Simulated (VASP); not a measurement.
Given:

```yaml
crystal:
  lattice:
    - [0.00000, 2.96274, 2.96274]
    - [2.96274, 0.00000, 2.96274]
    - [2.96274, 2.96274, 0.00000]
  atoms:
    - { symbol: Ta, position: [0.75000, 0.75000, 0.75000] }
    - { symbol: Ta, position: [0.50000, 0.50000, 0.50000] }
```

Computed with PBE GGA, VASP's PBE PAW potentials (set 64) (plane waves; VASP). Run with 300 eV cut-off, 13×13×13 Γ-centred mesh, Gaussian smearing of 0.20 eV, potentials Ta_pv.

### Question
Give the energies of bands 7 to 14 at the high-symmetry points, in eV from the Fermi level.

### Answer

```tsv
band	Γ	X	U	L	W
7	-5.83	-2.25	-2.44	-3.18	-2.27
8	-1.19	-2.25	-1.90	-1.42	-2.27
9	-1.19	-0.86	-1.45	-1.04	-1.09
10	-0.30	-0.86	-0.82	-1.04	-1.09
11	-0.30	-0.32	-0.63	-0.42	0.64
12	-0.30	-0.32	1.09	-0.42	0.64
13	2.17	1.86	1.39	0.04	0.98
14	2.17	1.86	1.72	3.47	0.98
```

It has no gap at this level: it comes out as a metal or semimetal.

The structure was generated: Ta was put into an ordered model structure, which need not be its known phase. The cell was not relaxed at this level.
